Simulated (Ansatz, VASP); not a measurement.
# Two plane-wave programs on Si4Sn

```
Si Sn
1.0
    -3.07708    3.07708    3.07708
     3.07708   -3.07708    3.07708
     3.07708    3.07708   -3.07708
Si Sn
4 1
Direct
  0.50000 0.50000 0.50000
  0.50000 0.00000 0.00000
  0.00000 0.00000 0.50000
  0.00000 0.50000 0.00000
  0.00000 0.00000 0.00000
```

Change from the starting cell: species swapped into the Hg4Pt type (Im-3m, No. 229).

Alike in both runs: functional PBE; k mesh 10 × 10 × 10; occupations gaussian, width 0.1 eV; no spin polarisation.

Ansatz relaxed the structure, and its values are those at the end. VASP's run is a single point on that final structure, the one shown.

|  | VASP | Ansatz |
| --- | --- | --- |
| version | VASP 6.6.1 | Ansatz 0.2.0 |
| potentials or method | VASP PAW PBE potentials, release 64 (Si, Sn_d) | scalar-relativistic, plane waves, PAW |
| plane-wave cutoff (eV) | 520 | 420 |
| valence electrons in the cell | 30 | 30 |

|  | VASP | Ansatz | Ansatz less VASP |
| --- | --- | --- | --- |
| gap on the k mesh at the Fermi level (eV) | none | none | - |
| pressure (GPa) | 0.0 | 0.0 | +0.04 |

A gap of «none» marks a metal or a gap that the smearing closes. With one functional, cell and mesh, what is left measures potentials, basis and numerics.
